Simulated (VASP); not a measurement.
OSZICAR of a VASP run on BiP (space group Pm-3m):

**OSZICAR**
```
       N       E                     dE             d eps       ncg     rms          rms(c)
DAV:   1     0.114776735393E+03    0.11478E+03   -0.77674E+03   280   0.109E+03
DAV:   2    -0.387358018613E+01   -0.11865E+03   -0.11741E+03   316   0.306E+02
DAV:   3    -0.986385338008E+01   -0.59903E+01   -0.59448E+01   352   0.739E+01
DAV:   4    -0.995797513421E+01   -0.94122E-01   -0.94078E-01   332   0.106E+01
DAV:   5    -0.996152626102E+01   -0.35511E-02   -0.35511E-02   360   0.174E+00    0.372E+00
DAV:   6    -0.965436825623E+01    0.30716E+00   -0.11361E+00   402   0.736E+00    0.215E+00
DAV:   7    -0.965457302418E+01   -0.20477E-03   -0.79185E-02   328   0.160E+00    0.124E+00
DAV:   8    -0.965110766773E+01    0.34654E-02   -0.87854E-03   316   0.989E-01    0.980E-02
DAV:   9    -0.965062955607E+01    0.47811E-03   -0.21004E-03   398   0.370E-01    0.596E-02
DAV:  10    -0.965064341088E+01   -0.13855E-04   -0.16519E-04   328   0.109E-01    0.329E-02
DAV:  11    -0.965063889877E+01    0.45121E-05   -0.67609E-06   358   0.306E-02    0.565E-03
DAV:  12    -0.965063885089E+01    0.47880E-07   -0.51990E-07   176   0.113E-02
   1 F= -.96506389E+01 E0= -.96281409E+01  d E =-.449959E-01
```

Problem. Which electronic solver shows in the log?

Solution. It is blocked Davidson (ALGO = Normal, or the opening steps of other solvers). The INCAR had ALGO = Normal.

Problem. Can the final energy be trusted as converged?

Solution. The run converged. It stopped with EDIFF = 1E-6, NELM = 100 (LDA (Ceperley-Alder, Perdew-Zunger), plane waves, VASP's LDA PAW potentials (set 64)).

The structure was generated: BiP was put into an ordered model structure, which need not be its known phase. The cell was not relaxed at this level. The k-mesh is coarse (spacing up to 0.37 per Å, 2π included), so the numbers may not be converged in it. The run is one of a series of settings (GGA removed, POTCAR Bi_d P (LDA.64 set) against the base run), some of them coarse on purpose.
